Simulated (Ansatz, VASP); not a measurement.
# Cross-check of NiTe2 (Melonite) between VASP and Ansatz, part 2 of 2

Wanted: the spread between two codes on one cell, functional and k mesh. The cell is taken from a series of runs on this material, whose earlier steps may have relaxed, scaled, displaced or heated it; both programs get it as it stands.

VASP 6.6.1 and Ansatz 0.2.0.

So far: Set-up; VASP: zone-centre phonons, PBEsol.

### 3. Ansatz: zone-centre phonons, PBEsol

Level of this step: Ansatz beside VASP: Kohn-Sham DFT, plane waves, PBEsol (Ansatz).

Ansatz runs on its default PAW (the set named soft_2) files.

The same cell, functional, mesh and smearing now go to Ansatz, which takes its cutoff from its data sets.

Contents of input.yaml:

```yaml
crystal:
  lattice:
    - [3.8360011794, 0.0, 0.0]
    - [-1.9180005897, 3.3220744703, 0.0]
    - [0.0, 0.0, 5.1331936517]
  atoms:
    - { symbol: Ni, position: [0.0, 0.0, 0.0] }
    - { symbol: Te, position: [0.3333333333, 0.6666666667, 0.2514715731] }
    - { symbol: Te, position: [0.6666666667, 0.3333333333, 0.7485284269] }
kpoints:
  mp_grid: { grid: [6, 6, 4] }
hamiltonian:
  xc: pbesol
scf:
  occupations: { method: methfessel_paxton, width: 0.2 }
output:
  eigenvalues: true
phonons:
  method: dfpt
  qmesh: [2, 2, 2]
  temperatures: { t_max: 1000, t_step: 50 }
  qpath:
    path:
      - [[0.0, 0.0, 0.0], [0.5, 0.0, 0.0], [0.33333333, 0.33333333, 0.0], [0.0, 0.0, 0.0], [0.0, 0.0, 0.5], [0.5, 0.0, 0.5], [0.33333333, 0.33333333, 0.5], [0.0, 0.0, 0.5]]
      - [[0.5, 0.0, 0.5], [0.5, 0.0, 0.0]]
      - [[0.33333333, 0.33333333, 0.5], [0.33333333, 0.33333333, 0.0]]
    npoints: 10
```

The run is started by

```console
$ ansatz run input.yaml --threads 8 --pin off --max-ram 16384MiB --backend cpu --events-out ev --progress --plain --runs-dir out
```

Numbers of over 12 decimals in the logs are rounded to 6 here.

What it wrote:

```text
Warning: phonons: the dynamical matrix that this run interpolates holds no multipole term above the dipole-dipole one, and a site of this crystal is no centre of inversion, so its interpolated transverse optical and acoustic branches and sound speeds can stay off near Gamma, and the density of states and the thermodynamics with them. What a run solves at a wave vector of phonons.qpoints, Gamma apart, where the deck admits one, is free of this, and under fd what a larger phonons.supercell samples
Engine: ansatz 0.2.0, aarch64-unknown-linux-gnu
Pseudopotentials: kind: paw
Pseudopotential: Ni, paw, valence charge 18, recommended cutoff 420 eV (normal), Ni.paw.azcp
Pseudopotential: Te, paw, valence charge 16, recommended cutoff 420 eV (normal), Te.paw.azcp
Functional definition: PBEsol
  exchange = pbesol_x
  correlation = pbesol_c
Crystal: 3 atoms, lattice volume = 65.415 Å³
Basis set: ecut = 420 eV, 1277 PW (Γ), exchange–correlation on 54×54×72 points (8 copies of the dense FFT grid, shifted against one another)
Bands: 30, of which v1, the nominal top of the filled ones, is band 25 counted from 1 (24 counted from 0)
Symmetry: 12 space group operations
k-points: 24 of 144
Non-local potential: Ni, projectors of the file, l = 0: 3, l = 1: 2, l = 2: 3, l = 3: 1
Non-local potential: Te, projectors of the file, l = 0: 2, l = 1: 2, l = 2: 2, l = 3: 2
PAW form: soft (Blöchl's): semilocal exchange-correlation on the pseudo side does not see the compensation charge
PAW frozen core: Ni, regenerated for the run's functional, and the local potential with it (the file was generated under x = pbe(κ = 0.804, μ = 0.219515), c = pbe(β = 0.066725))
PAW frozen core: Te, regenerated for the run's functional, and the local potential with it (the file was generated under x = pbe(κ = 0.804, μ = 0.219515), c = pbe(β = 0.066725))
PAW one-centre angular grid: Ni, 590 points (default); XC on 64 Gauss nodes
PAW one-centre angular grid: Te, 590 points (default); XC on 64 Gauss nodes
Initial density: superposition of atomic densities (neutral atoms: chi_scale 0, normalization atom), corrected by the library's trained network
Initial wavefunctions: pseudopotential atomic-orbital guess
Functional: x = pbesol(κ = 0.804, μ = 0.123457), c = pbesol(β = 0.046)
SCF iter   1: F=—  HF=-19608.799959 eV  |F-HF|=—  |Δ(HF+E_count)|=         —  Δρ=1.55e-2  dr2=1.07e-1  ethr=1.77e-3  ⟨swp⟩=5.8  Hψ=2884  notcnv=0
preconditioner: auto → LDOS  [metal: Δε(μ)=0.124 eV  Ē_g=8.350 eV  σ=0.200 eV  W_gap=0.46  n_scr=22 (ndim 8)  ℏωp=21.5 eV  f_vac=0.011  D(μ)=1.49/eV (n_scr^D=8)  β→1.0]
SCF iter   2: F=—  HF=-19608.801534 eV  |F-HF|=—  |Δ(HF+E_count)|=   1.57e-3  S|Δr|=    0.00e0  Δρ=1.42e-2  dr2=7.28e-2  ethr=2.14e-4  ⟨swp⟩=2.1  Hψ=1546  notcnv=0
preconditioner: auto → Kerker (q_TF=auto, 2.609 Å⁻¹)  [metal: Δε(μ)=0.119 eV  Ē_g=8.399 eV  σ=0.200 eV  W_gap=0.43  n_scr=22 (ndim 8)  ℏωp=21.5 eV  f_vac=0.008  D(μ)=1.36/eV (n_scr^D=8)  β→0.5]
SCF iter   3: F=—  HF=-19608.789240 eV  |F-HF|=—  |Δ(HF+E_count)|=   1.23e-2  S|Δr|=    0.00e0  Δρ=1.12e-3  dr2=1.62e-3  ethr=1.46e-4  ⟨swp⟩=2.0  Hψ=922  notcnv=0
SCF iter   4: F=—  HF=-19608.789106 eV  |F-HF|=—  |Δ(HF+E_count)|=   1.33e-4  S|Δr|=    0.00e0  Δρ=2.61e-4  dr2=1.59e-4  ethr=3.25e-6  ⟨swp⟩=2.3  Hψ=1039  notcnv=0
SCF iter   5: F=—  HF=-19608.789086 eV  |F-HF|=—  |Δ(HF+E_count)|=   2.07e-5  S|Δr|=    0.00e0  Δρ=1.36e-4  dr2=1.31e-5  ethr=3.18e-7  ⟨swp⟩=2.0  Hψ=890  notcnv=0
SCF iter   6: F=—  HF=-19608.789086 eV  |F-HF|=—  |Δ(HF+E_count)|=   1.38e-7  S|Δr|=    0.00e0  Δρ=3.21e-5  dr2=1.42e-6  ethr=2.61e-8  ⟨swp⟩=2.0  Hψ=910  notcnv=0
SCF iter   7: F=—  HF=-19608.789088 eV  |F-HF|=—  |Δ(HF+E_count)|=   1.95e-6  S|Δr|=    0.00e0  Δρ=7.84e-6  dr2=6.90e-8  ethr=2.84e-9  ⟨swp⟩=2.0  Hψ=965  notcnv=0
SCF iter   8: F=—  HF=-19608.789088 eV  |F-HF|=—  |Δ(HF+E_count)|=   7.90e-9  S|Δr|=    0.00e0  Δρ=5.44e-6  dr2=2.55e-8  ethr=1.38e-10  ⟨swp⟩=2.0  Hψ=1239  notcnv=0
SCF iter   9: F=—  HF=-19608.789088 eV  |F-HF|=—  |Δ(HF+E_count)|=   2.07e-9  S|Δr|=    0.00e0  Δρ=1.85e-6  dr2=2.94e-9  ethr=5.11e-11  ⟨swp⟩=2.3  Hψ=1023  notcnv=0
SCF iter  10: F=—  HF=-19608.789088 eV  |F-HF|=—  |Δ(HF+E_count)|=  2.58e-10  S|Δr|=    0.00e0  Δρ=5.14e-7  dr2=2.52e-10  ethr=5.88e-12  ⟨swp⟩=2.2  Hψ=996  notcnv=0
SCF iter  11: F=-19608.789088 eV  HF=-19608.789088 eV  |F-HF|=3.64e-12  |Δ(HF+E_count)|=  2.91e-11  S|Δr|=    0.00e0  Δρ=1.18e-7  dr2=6.48e-12  ethr=1.00e-12  ⟨swp⟩=6.6  Hψ=3832  notcnv=0
SCF 1 converged in 11 iterations: F = -19608.789088 eV  dr2 = 6.48e-12
  greatest PAW one-centre occupation: 1.001 electrons in one spin orbital (limit 2), on the Ni atom at site 0 (counted from 0), in its partial waves of l = 1
Initial density: read from a saved state, or passed on in memory by an earlier SCF of this step, an earlier step, the calling program or the single point that the run made first
iter 1 solved again at ethr=8.92e-8 eV; its pass at ethr=3.10e-3 eV (dr2=4.46e-5 eV) is discarded
SCF iter   1: F=—  HF=-19608.789083 eV  |F-HF|=—  |Δ(HF+E_count)|=         —  Δρ=4.26e-7  dr2=1.84e-10  ethr=8.92e-8  ⟨swp⟩=3.8  Hψ=4933  notcnv=0
eigensolver tolerance schedule: the retry pair's looser diagonalisation over-reported the residual by 242539.90 of it (diagonalisation noise at an unbounded share of the residual, at the tolerance the schedule requests for it); recorded, not acted on — ethr = c·dr2/N_el stays at c = 1.0e-1
preconditioner: auto → Kerker (q_TF=auto, 2.609 Å⁻¹)  [metal: Δε(μ)=0.119 eV  Ē_g=8.380 eV  σ=0.200 eV  W_gap=0.43  n_scr=22 (ndim 8)  ℏωp=21.5 eV  f_vac=0.008  D(μ)=1.37/eV (n_scr^D=8)]
SCF iter   2: F=—  HF=-19608.789088 eV  |F-HF|=—  |Δ(HF+E_count)|=   4.27e-6  S|Δr|=    0.00e0  Δρ=2.62e-7  dr2=2.53e-11  ethr=1.00e-12  ⟨swp⟩=3.9  Hψ=1999  notcnv=0
SCF iter   3: F=—  HF=-19608.789088 eV  |F-HF|=—  |Δ(HF+E_count)|=  1.46e-11  S|Δr|=    0.00e0  Δρ=1.39e-7  dr2=1.01e-11  ethr=1.00e-12  ⟨swp⟩=5.3  Hψ=2386  notcnv=0
SCF iter   4: F=-19608.789088 eV  HF=-19608.789088 eV  |F-HF|=3.64e-12  |Δ(HF+E_count)|=  3.64e-12  S|Δr|=    0.00e0  Δρ=6.35e-8  dr2=3.43e-12  ethr=1.00e-12  ⟨swp⟩=2.0  Hψ=1415  notcnv=0
SCF 2 converged in 4 iterations: F = -19608.789088 eV  dr2 = 3.43e-12
phonons: the bands overlap, so this run is a metal and interpolates without the dipole-dipole term. If the crystal is really an insulator or semiconductor, its LO-TO splitting is missing
NSCF: frozen V_eff on 24 k-points
WARN: eigensolver did not converge (k=8): 1 band(s) unlocked after 20 sweeps at ethr=1.58e-12 eV (storage-precision floor; scheduled 1.00e-12 eV) (lowest unlocked band 29, counted from 0; max residual 5.49e-6 eV among the unlocked bands, 5.49e-6 eV over every band; other slots of this pass that fall short are told together in one closing line; warning suppressed until the next SCF loop or pass starts)
NSCF: frozen V_eff on 47 k-points
DFPT response loops at q = (0, 0, 0) (fractional): preconditioner auto → Kerker (q_TF=auto, 2.609 Å⁻¹) (partly filled bands, converged f_vac=0.008); β = 1.00, the filter's whole step (`scf.mixing.beta` (0.50) is not read by the response loops under this deck's `scf.mixing.preconditioner`; to damp them name `kerker` or `kerker_dos`, under which they read `scf.mixing.beta`, and type it under 1.00, their step now; both keys bind the ground state too); Broyden in place of MSR1
NSCF: frozen V_eff on 94 k-points
DFPT response loops at q = (0, 0, -0.5) (fractional): mixed as the last ones told, above
NSCF: frozen V_eff on 94 k-points
DFPT response loops at q = (0, -0.5, 0) (fractional): mixed as the last ones told, above
NSCF: frozen V_eff on 94 k-points
DFPT response loops at q = (0, -0.5, -0.5) (fractional): mixed as the last ones told, above
SCF converged after 11 iterations
Stability not checked: this state was not tested for a lower state beside it, because cold or Methfessel-Paxton smearing, or corrected tetrahedra, fill the levels in a way that the test cannot read (fill_not_monotonic; see scf.lower_state_search)
Free energy (F): -19608.789088 eV
Harris-Foulkes:  -19608.789088 eV  (|F-HF|=3.64e-12)
Internal energy: -19608.791555 eV  (E = F + TS)
E sigma→0 (E₀):  -19608.789704 eV
Entropy (-TS):   0.002467 eV (0.822 meV/atom)
Fermi energy:    12.994748 eV
--- Per-component energies (eV) ---
  E_band       = -786.768485
  E_kinetic    = 648.648867
  E_local      = -6845.279986  (includes V_loc(G=0)·N_el)
  E_nonlocal   = 23.424675
  E_hartree    = 3497.855446
  E_xc         = -332.820596
  E_vxc        = -319.835130  (∫ρ·V_xc dr)
  E_paw        = -10767.423814  (= ΣΔE_a)
  E_vpaw       = -1289.437775  (= ΣTr[D̂ρ^β])
  E_aug_tail   = 0.000025  (compensation charges beyond the density's cutoff)
  E_ewald      = -5834.143091
  E_core_change = 0.946919  (= ΣΔE_core)
  E_smearing   = 0.002467  (= −TS)
  E_closure    = -0.000000  (closes the sum)
  Σ components = -19608.789088   (vs F -19608.789088, Δ=0.00e0)
--- Band table (eV; the first three rows and the last of 24) ---
  k-point 0: bands = [... 21 lower, 11.2365, 13.1928, 13.1928, 13.8155, 13.8155, 15.4915, 16.2814, 18.4411, ... 1 higher]
  k-point 1: bands = [... 21 lower, 11.2436, 12.8177, 12.8177, 14.0632, 14.2884, 14.2884, 16.7104, 18.7198, ... 1 higher]
  k-point 2: bands = [... 21 lower, 11.2073, 12.2913, 12.5746, 12.5746, 14.6560, 14.6560, 17.5159, 18.2091, ... 1 higher]
  k-point 23: bands = [... 21 lower, 10.3713, 10.8754, 11.1550, 11.1550, 15.2977, 15.2977, 20.0386, 20.0386, ... 1 higher]
--- Phonons (Γ-DFPT): 4 representative perturbations + reference (Σ response iterations 14) ---
  ASR residual: 8.531e-5 → 0.000e0 eV/Å²; symmetrization residual: 3.595e-6 eV/Å²
  ASR residual per site (eV/Å²): 5.05e-5 8.53e-5 8.53e-5
  Γ frequencies (cm⁻¹): 0.00 0.00 0.00 98.44 98.44 157.78 208.20 227.42 227.42
--- Phonons (arbitrary-q DFPT): 4 irreducible q on the 2×2×2 mesh ---
  q = [0.0000, 0.0000, 0.0000] (star 1, of the zone-centre solve; hermiticity 7.92e-7, symmetrization 5.32e-12): -0.00 -0.00 0.00 98.44 98.44 157.78 208.20 227.42 227.42
  q = [0.0000, 0.0000, -0.5000] (star 1, 4 solved perturbations in 142 linear systems a pass and spin channel, the states on 47 of 144 k-point pairs; hermiticity 4.39e-5, symmetrization 8.60e-6): 34.54 34.54 68.52 102.87 102.87 138.30 199.60 221.69 221.69
  q = [0.0000, -0.5000, 0.0000] (star 3, 6 solved perturbations on 47 of 144 k-point pairs; hermiticity 1.44e-6, symmetrization 2.11e-13): 79.67 83.27 95.23 102.43 113.34 140.31 197.35 214.70 223.29
  q = [0.0000, -0.5000, -0.5000] (star 3, 6 solved perturbations on 47 of 144 k-point pairs; hermiticity 2.83e-6, symmetrization 1.29e-6): 67.93 70.22 77.68 94.93 132.95 148.24 199.60 222.44 225.58
  sum rule: each row above includes the acoustic sum rule's correction from the zone centre's row sums; it moved no ω² by more than (0.48 cm⁻¹)²
  mesh force constants: q→R imaginary residual 2.26e-17; ASR residual 8.531e-5 → 0.000e0 eV/Å²; symmetrization residual 1.421e-14 eV/Å²
  interpolated dispersion: 93 rows × 9 modes
  density of states and harmonic sums: on the 20×20×12 q-mesh, interpolated from the force constants of a 2×2×2 supercell (no non-analytic term)
  largest difference from the sums on the solved wave vectors: F 9.03e-2 eV, S 1.23e-4 and C_V 3.23e-5 eV/K
  zero-point energy: 0.075427 eV/cell   skipped modes (ω ≤ 0): 3   left out of the sums: 6.94e-5 of the cell's modes: C_V's classical limit lies that fraction below 3 k_B per atom; for a crystal, a wire or a layer, F and S can be off by more, and a phonons.interpolated_qmesh denser along its periods is the remedy for the sampling
```

### 4. Differences

Known differences besides the potentials themselves: VASP's run holds the zone centre alone; the data sets hold 50 valence electrons in Ansatz (on its default PAW (the set named soft_2) files) and 22 in VASP; the cutoff is 420 eV in Ansatz and 600 eV in VASP; Ansatz makes its cores anew for this functional, VASP keeps those of its PBE data sets. Total energies have different zeros and are not compared.

Both answers:

```
                  quantity  Ansatz   VASP  difference
optical mode 1 to 2 (cm⁻¹)    98.4   99.2     -0.75 %
     optical mode 3 (cm⁻¹)   157.8  158.2     -0.27 %
     optical mode 4 (cm⁻¹)   208.2  207.6     +0.27 %
optical mode 5 to 6 (cm⁻¹)   227.4  226.7     +0.32 %
```

Modes are paired by rising frequency, not by their patterns, so a pair may set unlike modes beside each other; they are those without the splitting of longitudinal modes.

### 5. What came out

```
r.m.s. difference of the optical zone-centre modes, each program's sorted by frequency (zone-centre phonons, PBEsol) : 0.67 cm⁻¹
difference in optical mode 1 to 2 (zone-centre phonons, PBEsol)                                                      : -0.7 %
```

In words: The r.m.s. difference of the optical zone-centre modes, each program's sorted by frequency is 0.67 cm⁻¹ (zone-centre phonons, PBEsol). The data sets hold unlike numbers of valence electrons (50 in Ansatz and 22 in VASP), so part of the differences comes from the potentials. Among the rows given in per cent, the largest difference of the zone-centre phonons, PBEsol pair is in optical mode 1 to 2, -0.7 %. How closely two codes agree says nothing of how well the functional describes the real material.

[Lines on the potential files, build, host, timing and source positions are cut from VASP's logs without a mark.]

[Logs are printed without paths, hosts, clocks, repeated set-up lines and the standing remarks that a program may print on its own settings, such as how far it seeks lower states.]

[Hosts, paths, dates, database ids (printed as entryN), source tags and the programs' standing remarks are cut or masked in the printed files.]
